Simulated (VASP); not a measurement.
Be3Se2S:

```
CELL_PARAMETERS angstrom
5.17329 0.00000 0.00000
-2.58665 4.48020 0.00000
0.00000 0.00000 4.38095
ATOMIC_POSITIONS crystal
Be 0.22450 0.77550 0.37366
Be 0.22450 0.44900 0.37366
Be 0.55100 0.77550 0.37366
Se 0.66667 0.33333 0.12443
Se 0.66667 0.33333 0.59802
S 0.00000 0.00000 0.46880
```

The cell was built by a generator and needn't be a form met in nature.

| Item | Value |
| --- | --- |
| Program | VASP 6.6.1 |
| Task | relaxation of cell and atoms |
| Functional | PBE |
| Potentials or basis | VASP PAW PBE potentials, release 64 (Be, Se, S) |
| Cutoff | 520 eV |
| k mesh | 3 × 3 × 3 |
| Occupations | gaussian, width 0.15 eV |
| Spin | no spin polarisation |

At the start: pressure 23.4 GPa; volume 16.92 Å³/atom.

**Question.** Where does the relaxation end?

**Answer.** Over 15 steps the energy falls by 774.4 meV/atom and the volume is 21.42 Å³/atom (+26.6 %); space group P3m1 (No. 156, to 0.05 Å).

The path:
```tsv
step	energy change (eV)	largest force (eV/Å)	pressure (GPa)	volume (Å³)
1	0.0000	8.0627	23.38	101.54
2	-2.9156	4.7698	3.81	141.04
3	-4.3395	1.8839	4.23	121.63
4	-4.3380	1.9271	4.27	122.39
5	-4.5907	0.2542	-1.66	133.09
6	-4.6009	0.3418	-0.79	130.82
7	-4.6007	0.3612	-0.67	130.64
8	-4.6151	0.2871	-0.17	129.09
9	-4.6237	0.2598	0.93	126.38
10	-4.6326	0.1668	0.65	126.74
11	-4.6354	0.1896	0.43	127.08
12	-4.6432	0.1024	0.12	128.09
13	-4.6449	0.0843	-0.18	128.91
14	-4.6461	0.0836	-0.16	128.72
15	-4.6465	0.0666	-0.10	128.51
```

Final structure:
```
Be Se S
1.0
     5.34431    0.00000    0.00000
    -2.67215    4.62830    0.00000
     0.00000    0.00000    5.19550
Be Se S
3 2 1
Direct
  0.20026 0.79974 0.36822
  0.20026 0.40051 0.36822
  0.59949 0.79974 0.36822
  0.66667 0.33333 0.11661
  0.66667 0.33333 0.60611
  0.00000 0.00000 0.48483
```

Caveat: the k mesh is coarse (spacing up to 0.48 Å⁻¹), so the values aren't converged; the volume moved by over 15 % at a fixed basis, so the end points are rough.
